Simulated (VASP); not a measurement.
Input:

```xyz
1
Lattice="-1.6070 1.6070 2.4738 1.6070 -1.6070 2.4738 1.6070 1.6070 -2.4738" Properties=species:S:1:pos:R:3 pbc="T T T"
In     0.0000     0.0000     0.0000
```

Computed with AM05 GGA, VASP's PBE PAW potentials (set 64) (plane waves; VASP). Settings: 520 eV cut-off, Gaussian smearing of 0.050 eV, potentials In_d.

Give the energies of bands 6 to 9 at the high-symmetry points, in eV from the Fermi level.

```tsv
band	Γ	X	P	N	M	S	R
6	-9.73	-2.00	-1.11	-4.32	-3.04	-2.52	-1.62
7	10.76	-1.53	-0.08	-3.50	-2.85	-1.33	-0.24
8	10.76	3.50	-0.08	7.52	4.91	-0.60	0.05
9	10.96	3.99	1.74	9.47	4.91	6.38	1.28
```

It has no gap at this level: it comes out as a metal or semimetal.

The compound is In in the bct structure. It was relaxed first.
